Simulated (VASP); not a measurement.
BN (zinc blende): the bulk modulus from VASP (plane waves, PAW) at several levels of theory. Static lattice, third-order Birch-Murnaghan fit over five volumes.

```json
[
 {"level": "LDA", "bulk modulus (GPa)": "402", "error against measurement": "-2.0 %"},
 {"level": "PBE", "bulk modulus (GPa)": "373", "error against measurement": "-9.1 %"},
 {"level": "PBEsol", "bulk modulus (GPa)": "386", "error against measurement": "-5.8 %"},
 {"level": "SCAN", "bulk modulus (GPa)": "394", "error against measurement": "-4.0 %"},
 {"level": "r2SCAN", "bulk modulus (GPa)": "390", "error against measurement": "-4.9 %"},
 {"level": "PBE0", "bulk modulus (GPa)": "405", "error against measurement": "-1.4 %"}
]
```

Measured: 410 GPa at 0 K (as given by Daniel Mejia-Rodriguez et al., Physical Review B (2018), arXiv:1807.09216; 0 K value with the zero-point phonon effect removed).

The cell of the LDA run:

```cif
data_BN
_chemical_formula_sum 'B1 N1'
_space_group_name_H-M_alt 'P 1'
_space_group_IT_number 1
_cell_length_a 2.53441
_cell_length_b 2.53441
_cell_length_c 2.53441
_cell_angle_alpha 60.000
_cell_angle_beta 60.000
_cell_angle_gamma 60.000
loop_
_space_group_symop_operation_xyz
  'x, y, z'
loop_
_atom_site_label
_atom_site_type_symbol
_atom_site_fract_x
_atom_site_fract_y
_atom_site_fract_z
_atom_site_occupancy
B1 B 0.00000 0.00000 0.00000 1
N1 N 0.25000 0.25000 0.25000 1
```

Only levels that ran to the end are used. Left out are those held back, those with too coarse a band path, GW runs whose mesh misses a band edge, hybrids' fits of cells that aren't cubic and levels without matching references; a question may draw on a part of the rest.

The compound is BN in the zinc blende structure.
